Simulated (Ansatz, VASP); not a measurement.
Given: the input of a run of Ansatz 0.2.0 on Mg6NbCu.

File input.yaml:

```yaml
crystal:
  lattice:
    - [4.836606, 0.0, 0.0]
    - [0.0, 3.026272, 5.4042555]
    - [0.0, -3.026272, 5.4042555]
  atoms:
    - { symbol: Nb, position: [0.5, 0.677959, 0.677959] }
    - { symbol: Cu, position: [0.0, 0.8163, 0.8163] }
    - { symbol: Mg, position: [0.5, 0.166869, 0.166869] }
    - { symbol: Mg, position: [0.5, 0.161189, 0.676031] }
    - { symbol: Mg, position: [0.5, 0.676031, 0.161189] }
    - { symbol: Mg, position: [0.0, 0.330619, 0.330619] }
    - { symbol: Mg, position: [0.0, 0.344251, 0.826781] }
    - { symbol: Mg, position: [0.0, 0.826781, 0.344251] }
hamiltonian:
  xc: rpbe
  pseudopotentials: { kind: paw }
kpoints:
  mp_grid: { grid: [6, 5, 5] }
scf:
  occupations: { method: gaussian, width: 0.02 }
output:
  forces: true
  stress: true
  eigenvalues: true
```

Potentials or basis: Ansatz PAW.

Launch:

```console
$ ansatz run input.yaml --threads 4 --pin off --max-ram 11264MiB --backend cpu --events-out ev --progress --plain --runs-dir out
```

Task: Set up the same calculation for VASP 6.6.1. Potentials there: VASP PAW PBE potentials, release 64 (Nb_sv, Cu, Mg).

Result: As run (the cutoff follows the program's own potentials):

File run.py:

```python
from ase.calculators.vasp import Vasp
from ase.dft.bandgap import bandgap
from ase.io import read

atoms = read('Mg6NbCu.xyz')
calc = Vasp(
    directory='calc',
    xc='rpbe',
    pp='PBE',
    setups='recommended',
    prec='Accurate',
    encut=520,
    ediff=1e-06,
    ismear=0,
    sigma=0.02,
    lreal=False,
    lasph=True,
    nelm=80,
    algo='Normal',
    isif=2,
    lwave=False,
    lcharg=False,
    kpts=[6, 5, 5],
    gamma=True,
)
atoms.calc = calc

print('energy (eV):', atoms.get_potential_energy())
print('free energy (eV):', atoms.get_potential_energy(force_consistent=True))
print('forces (eV/A):')
print(atoms.get_forces())
print('stress (eV/A^3, Voigt):', atoms.get_stress())
print('Fermi level (eV):', calc.get_fermi_level())
gap, top, bottom = bandgap(calc)
print('band gap (eV):', gap, 'from (spin, k, band)', top, 'to', bottom)
```

Mg6NbCu.xyz

```xyz
8
Lattice="4.8366060000 0.0000000000 0.0000000000 0.0000000000 3.0262720000 5.4042555000 0.0000000000 -3.0262720000 5.4042555000" Properties=species:S:1:pos:R:3 pbc="T T T"
Nb     2.4183030000      0.0000000000      7.3277273090
Cu     0.0000000000      0.0000000000      8.8229875293
Mg     2.4183030000      0.0000000000      1.8036054221
Mg     2.4183030000     -1.5580519290      4.5245507897
Mg     2.4183030000      1.5580519290      4.5245507897
Mg     0.0000000000      0.0000000000      3.5734990983
Mg     0.0000000000     -1.4602670282      6.3285561267
Mg     0.0000000000      1.4602670282      6.3285561267
```

Potentials or basis: VASP PAW PBE potentials, release 64 (Nb_sv, Cu, Mg).

Command:

```bash
$ python run.py
```

Both were run:

|  | VASP | Ansatz | Ansatz less VASP |
| --- | --- | --- | --- |
| gap on the k mesh at the Fermi level (eV) | none | none | - |
| pressure (GPa) | 1.8 | 2.0 | +0.15 |
| largest component of the traceless stress (GPa) | 0.28 | 0.29 | +0.010 |
| rms of the force components (eV/Å) | 0.040 | 0.043 | +0.0026 |

Atom by atom the forces differ by 0.005 eV/Å (rms over components). A gap of «none» marks a metal or a gap that the smearing closes. The two sets of potentials don't hold the same shells in valence.

Caveats: the PAW data sets were made with another functional, which shifts forces and pressure a little (VASP); the PAW data sets come from PBE, with cores solved anew for the run's functional, which leaves a small shift of forces and pressure (Ansatz).
